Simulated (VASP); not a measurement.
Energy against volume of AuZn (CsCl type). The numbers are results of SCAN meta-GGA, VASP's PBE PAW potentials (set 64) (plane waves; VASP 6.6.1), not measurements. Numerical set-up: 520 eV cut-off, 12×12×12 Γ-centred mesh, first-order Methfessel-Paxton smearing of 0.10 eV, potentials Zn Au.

| V (Å³/atom) | E (eV/atom) |
|---|---|
| 14.334 | -41.57859 |
| 14.791 | -41.60015 |
| 15.249 | -41.60702 |
| 15.706 | -41.60034 |

Task: Fit these four points and predict the energy of the run at 16.163 Å³/atom.

Result: A cubic in V^(−2/3), the third-order Birch-Murnaghan form, passes through the four points with V0 = 15.25 Å³/atom and B0 = 158 GPa, and gives -41.5812 eV/atom there. The run gave -41.5816 eV/atom, -0.4 meV/atom from the fit; all five points give B0 = 157 GPa.

The compound is AuZn in the CsCl type structure. It was relaxed first.
